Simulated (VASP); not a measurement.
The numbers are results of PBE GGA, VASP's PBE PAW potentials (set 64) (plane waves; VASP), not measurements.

VASP ran on this input.

**POSCAR**
```
HfO2
1
    0.0000000000     2.5050600000     2.4654100000
    2.4912260000     0.0000000000     2.4654100000
    2.4912260000     2.5050600000     0.0000000000
Hf O
1 2
Direct
  0.0000000000   0.0000000000   0.0000000000
  0.2500000000   0.2500000000   0.2500000000
  0.7393630000   0.7606370000   0.7606370000
```

**INCAR**
```
# general
SYSTEM  = HfO2
PREC    = Accurate
ENCUT   = 520
LREAL   = .FALSE.
LASPH   = .TRUE.

# electronic loop
EDIFF   = 1E-6
NELM    = 100
ALGO    = Normal
LMAXMIX = 6

# smearing
ISMEAR  = 0
SIGMA   = 0.05

# functional
GGA     = PE

# ions
ISIF    = 2

# output
LWAVE   = .FALSE.
LCHARG  = .FALSE.
```

KPOINTS:
```
Automatic mesh
0
Gamma
3 3 3
0 0 0
```

POTCAR, in this order: Hf_pv O (PBE.64 set). Program: vasp_std.

Gaps are read on the run's mesh, which can miss a band edge. Unless said otherwise, spin-orbit coupling is left out, though it shifts the bands of the heavy elements here.

Question: Estimate the energy per atom (σ→0), pressure, largest force, band gap (on the k-mesh).

Answer: 
The energy per atom (σ→0) comes out as -10.040 eV/atom and the band gap (on the k-mesh) is 4.44 eV. The pressure is 170.0 kbar and the largest force comes out as 0.694 eV/Å.

**OSZICAR**
```
...
DAV:   8    -0.301330316339E+02    0.10616E-01   -0.20086E-01   398   0.477E+00    0.765E+00
DAV:   9    -0.301193625767E+02    0.13669E-01   -0.63157E-02   342   0.211E+00    0.181E+00
DAV:  10    -0.301192371176E+02    0.12546E-03   -0.43356E-03   398   0.554E-01    0.707E-02
DAV:  11    -0.301192558363E+02   -0.18719E-04   -0.21888E-04   356   0.134E-01    0.169E-01
DAV:  12    -0.301192636937E+02   -0.78574E-05   -0.31466E-05   391   0.429E-02    0.163E-02
DAV:  13    -0.301192648009E+02   -0.11072E-05   -0.20791E-06   348   0.120E-02    0.798E-03
DAV:  14    -0.301192649447E+02   -0.14378E-06   -0.67464E-08   241   0.244E-03
   1 F= -.30119265E+02 E0= -.30119265E+02  d E =-.202365E-10
```

The compound is HfO2 in the fluorite structure, the high-temperature cubic form, which is unstable at 0 K; the monoclinic form is the stable one. The cell was not relaxed at this level, atoms are displaced from their ideal sites. The k-mesh is coarse (spacing up to 0.73 per Å, 2π included), so the numbers may not be converged in it. The run is one of a series of settings (KPOINTS 3×3×3 Γ-centred mesh against the base run), some of them coarse on purpose.
